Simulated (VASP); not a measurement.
Here is the system:

```yaml
crystal:
  lattice:
    - [0.00000, 2.06781, 2.06781]
    - [2.06781, 0.00000, 2.06781]
    - [2.06781, 2.06781, 0.00000]
  atoms:
    - { symbol: Mg, position: [0.00000, 0.00000, 0.00000] }
    - { symbol: O, position: [0.50000, 0.50000, 0.50000] }
```

Computed with rev-vdW-DF2, VASP's PBE PAW potentials (set 64) (plane waves; VASP). Settings: 520 eV cut-off, 11×11×11 Γ-centred mesh, Gaussian smearing of 0.050 eV, potentials Mg O.

Problem. Give the stress tensor in GPa (positive for a compressed cell).

Solution. 
```
11.18   0.00   0.00
 0.00  11.18   0.00
 0.00   0.00  11.18
```
The pressure is its mean diagonal, 11.18 GPa.

The compound is MgO in the rock salt structure. This cell is one point of a volume scan, at 0.94 of the reference volume.
